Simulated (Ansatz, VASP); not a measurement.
## SnH2 in two plane-wave programs

Aim: how closely do two programs agree when they are given the same cell, functional and k mesh? The cell is generated by rule, not measured, and may not be a known phase. The cell is taken from a series of runs on this material, whose earlier steps may have relaxed, scaled, displaced or heated it; both programs get it as it stands.

Method: plane waves, with VASP 6.6.1 beside it; zone-centre phonons at PBEsol, in Ansatz 0.2.0.

The structure was built from a prototype and need not be the compound's stable phase.

## 1. The structure

Symmetry: P-3m1, No. 164, trigonal system. Conventional cell: a = 3.597 Å, b = 3.597 Å, c = 3.141 Å, α = 90.00°, β = 90.00°, γ = 120.00°. Nearest to Sn lie 6 H at 2.19 Å. H has 3 Sn at 2.19 Å nearest. Farther neighbours are not listed.

As a file:

```cif
data_structure
_symmetry_space_group_name_H-M 'P-3m1'
_symmetry_Int_Tables_number 164
_cell_length_a 3.5966
_cell_length_b 3.5966
_cell_length_c 3.1407
_cell_angle_alpha 90.000
_cell_angle_beta 90.000
_cell_angle_gamma 120.000
_cell_volume 35.18
loop_
_atom_site_label
_atom_site_type_symbol
_atom_site_symmetry_multiplicity
_atom_site_Wyckoff_symbol
_atom_site_fract_x
_atom_site_fract_y
_atom_site_fract_z
_atom_site_occupancy
Sn1 Sn 1 a 0.00000 0.00000 0.00000 1
H1 H 2 d 0.33333 0.66667 0.21901 1
```

## 2. Ansatz: zone-centre phonons, PBEsol

Ansatz runs on its default PAW (the set named soft_2) files.

Second derivatives magnify differences that forces hide, and they need a tight electronic threshold.

input.yaml

```yaml
crystal:
  lattice:
    - [3.5965558943, 0.0, 0.0]
    - [-1.7982779471, 3.1147087706, 0.0]
    - [0.0, 0.0, 3.1406510309]
  atoms:
    - { symbol: Sn, position: [0.0, 0.0, 0.0] }
    - { symbol: H, position: [0.3333333333, 0.6666666667, 0.219013677] }
    - { symbol: H, position: [0.6666666667, 0.3333333333, 0.780986323] }
kpoints:
  mp_grid: { grid: [15, 15, 16] }
hamiltonian:
  xc: pbesol
scf:
  occupations: { method: methfessel_paxton, width: 0.2 }
output:
  eigenvalues: true
phonons:
  method: dfpt
```

On the command line:

```console
$ ansatz run input.yaml --threads 4 --pin off --max-ram 7168MiB --backend cpu --events-out ev --progress --plain --runs-dir out
```

Numbers of over 12 decimals in the logs are rounded to 6 here.

The log of the run:

```text
Engine: ansatz 0.2.0, aarch64-unknown-linux-gnu
Pseudopotentials: kind: paw
Pseudopotential: Sn, paw, valence charge 14, recommended cutoff 420 eV (normal), Sn.paw.azcp
Pseudopotential: H, paw, valence charge 1, recommended cutoff 420 eV (normal), H.paw.azcp
Functional definition: PBEsol
  exchange = pbesol_x
  correlation = pbesol_c
Crystal: 3 atoms, lattice volume = 35.182 Å³
Basis set: ecut = 420 eV, 659 PW (Γ), exchange–correlation on 50×50×48 points (8 copies of the dense FFT grid, shifted against one another)
Bands: 12, of which v1, the nominal top of the filled ones, is band 8 counted from 1 (7 counted from 0)
Symmetry: 12 space group operations
k-points: 968 of 3600 (irreducible under 2 space group operations, time reversal used)
Non-local potential: Sn, projectors of the file, l = 0: 2, l = 1: 2, l = 2: 2, l = 3: 2
Non-local potential: H, projectors of the file, l = 0: 2, l = 1: 1
PAW form: soft (Blöchl's): semilocal exchange-correlation on the pseudo side does not see the compensation charge
PAW frozen core: Sn, regenerated for the run's functional, and the local potential with it (the file was generated under x = pbe(κ = 0.804, μ = 0.219515), c = pbe(β = 0.066725))
PAW one-centre angular grid: Sn, 590 points (default); XC on 64 Gauss nodes
PAW one-centre angular grid: H, 110 points (default); XC on 64 Gauss nodes
Initial density: superposition of atomic densities (neutral atoms: chi_scale 0, normalization atom), corrected by the library's trained network
Initial wavefunctions: pseudopotential atomic-orbital guess
Functional: x = pbesol(κ = 0.804, μ = 0.123457), c = pbesol(β = 0.046)
SCF iter   1: F=—  HF=-5979.805763 eV  |F-HF|=—  |Δ(HF+E_count)|=         —  Δρ=7.45e-3  dr2=1.64e-2  ethr=1.77e-3  ⟨swp⟩=4.9  Hψ=61258  notcnv=0
preconditioner: auto → none  [metal: Δε(μ)=0.041 eV  Ē_g=20.446 eV  σ=0.200 eV  W_gap=0.17  n_scr=8 (ndim 8)  ℏωp=25.0 eV  f_vac=0.000  D(μ)=0.42/eV (n_scr^D=0)  sad-step TF]
SCF iter   2: F=—  HF=-5979.800511 eV  |F-HF|=—  |Δ(HF+E_count)|=   5.25e-3  S|Δr|=    0.00e0  Δρ=3.87e-3  dr2=5.03e-3  ethr=1.02e-4  ⟨swp⟩=1.2  Hψ=19781  notcnv=0
SCF iter   3: F=—  HF=-5979.798636 eV  |F-HF|=—  |Δ(HF+E_count)|=   1.88e-3  S|Δr|=    0.00e0  Δρ=4.86e-4  dr2=3.82e-5  ethr=3.15e-5  ⟨swp⟩=2.8  Hψ=18420  notcnv=0
SCF iter   4: F=—  HF=-5979.798636 eV  |F-HF|=—  |Δ(HF+E_count)|=   7.57e-8  S|Δr|=    0.00e0  Δρ=2.72e-4  dr2=2.52e-5  ethr=2.39e-7  ⟨swp⟩=2.0  Hψ=19341  notcnv=0
SCF iter   5: F=—  HF=-5979.798620 eV  |F-HF|=—  |Δ(HF+E_count)|=   1.55e-5  S|Δr|=    0.00e0  Δρ=3.47e-5  dr2=3.60e-7  ethr=1.57e-7  ⟨swp⟩=2.0  Hψ=19087  notcnv=0
SCF iter   6: F=—  HF=-5979.798620 eV  |F-HF|=—  |Δ(HF+E_count)|=   1.47e-7  S|Δr|=    0.00e0  Δρ=1.12e-5  dr2=2.85e-8  ethr=2.25e-9  ⟨swp⟩=2.0  Hψ=19257  notcnv=0
SCF iter   7: F=—  HF=-5979.798620 eV  |F-HF|=—  |Δ(HF+E_count)|=   1.69e-8  S|Δr|=    0.00e0  Δρ=2.21e-6  dr2=1.18e-9  ethr=1.78e-10  ⟨swp⟩=2.1  Hψ=17686  notcnv=0
SCF iter   8: F=-5979.798620 eV  HF=-5979.798620 eV  |F-HF|=0.00e0  |Δ(HF+E_count)|=  6.75e-10  S|Δr|=    0.00e0  Δρ=1.47e-7  dr2=3.19e-12  ethr=1.00e-12  ⟨swp⟩=5.1  Hψ=56117  notcnv=0
SCF 1 converged in 8 iterations: F = -5979.798620 eV  dr2 = 3.19e-12
  greatest PAW one-centre occupation: 0.992 electrons in one spin orbital (limit 2), on the Sn atom at site 0 (counted from 0), in its partial waves of l = 2
DFPT response loops at Γ: preconditioner auto → Kerker (q_TF=auto, 2.393 Å⁻¹) (partly filled bands, converged f_vac=0.000); β = 1.00, the filter's whole step (`scf.mixing.beta` (0.50) is not read by the response loops under this deck's `scf.mixing.preconditioner`; to damp them name `kerker` or `kerker_dos`, under which they read `scf.mixing.beta`, and type it under 1.00, their step now; both keys bind the ground state too); Broyden in place of MSR1
SCF converged after 8 iterations
Stability not checked: this state was not tested for a lower state beside it, because cold or Methfessel-Paxton smearing, or corrected tetrahedra, fill the levels in a way that the test cannot read (fill_not_monotonic; see scf.lower_state_search)
Free energy (F): -5979.798620 eV
Harris-Foulkes:  -5979.798620 eV  (|F-HF|=0.00e0)
Internal energy: -5979.798292 eV  (E = F + TS)
E sigma→0 (E₀):  -5979.798538 eV
Entropy (-TS):   -0.000328 eV (-0.109 meV/atom)
Fermi energy:    8.289051 eV
Step filling:    the computed levels leave a gap of 0.0032 eV = 0.0 smearing widths at the electron count; against every level under it full and every level over it empty, smearing changes F+E_penalty+E_count by -0.329 meV and its σ→0 estimate by -0.247 meV
--- Per-component energies (eV) ---
  E_band       = -109.298357
  E_kinetic    = 212.322686
  E_local      = -957.600477  (includes V_loc(G=0)·N_el)
  E_nonlocal   = -28.051175
  E_hartree    = 568.912312
  E_xc         = -396.830852
  E_vxc        = -119.731393  (∫ρ·V_xc dr)
  E_paw        = -4064.961152  (= ΣΔE_a)
  E_vpaw       = -354.060427  (= ΣTr[D̂ρ^β])
  E_aug_tail   = -0.002145  (compensation charges beyond the density's cutoff)
  E_ewald      = -1313.872329
  E_core_change = 0.284840  (= ΣΔE_core)
  E_smearing   = -0.000328  (= −TS)
  E_closure    = 0.000000  (closes the sum)
  Σ components = -5979.798620   (vs F -5979.798620, Δ=0.00e0)
--- Band table (eV; the first three rows and the last of 968) ---
  k-point 0: bands = [... 4 lower, -12.9443, -3.2824, 7.5550, 11.8186, 12.2061, 12.2061, 14.6591, 16.1721]
  k-point 1: bands = [... 4 lower, -12.9477, -3.2266, 7.4214, 11.8319, 12.2678, 12.2678, 13.8579, 16.5515]
  k-point 2: bands = [... 4 lower, -12.9572, -3.0595, 7.0040, 11.8402, 12.4498, 12.4498, 12.9677, 16.6984]
  k-point 967: bands = [... 4 lower, -12.9598, -0.6368, 3.6455, 4.7946, 12.2186, 14.9200, 15.9457, 18.4466]
--- Phonons (Γ-DFPT): 4 representative perturbations + reference, on 968 of 3600 k-points (Σ response iterations 13) ---
  k mesh reduced under 2 symmetry operations, with k and −k counted as one. Each operation leaves every solved perturbation unchanged. A smaller set is not used because it would not reduce the number of displacements times k-points to solve
  ASR residual: 2.560e-4 → 0.000e0 eV/Å²; symmetrization residual: 1.095e-6 eV/Å²
  ASR residual per site (eV/Å²): 2.56e-4 3.95e-5 3.95e-5
  Γ frequencies (cm⁻¹): -280.57 -280.57 0.00 0.00 0.00 454.36 780.91 815.16 815.16
  non-analytic LO–TO correction: not included (Born effective charges unavailable; polar crystals: no LO–TO splitting at Γ)
```

[end of part 1 of 2]

[Lines on the potential files, build, host, timing and source positions are cut from VASP's logs without a mark.]

[Logs are printed without paths, hosts, clocks, repeated set-up lines and the standing remarks that a program may print on its own settings, such as how far it seeks lower states.]

[Hosts, paths, dates, database ids (printed as entryN), source tags and the programs' standing remarks are cut or masked in the printed files.]
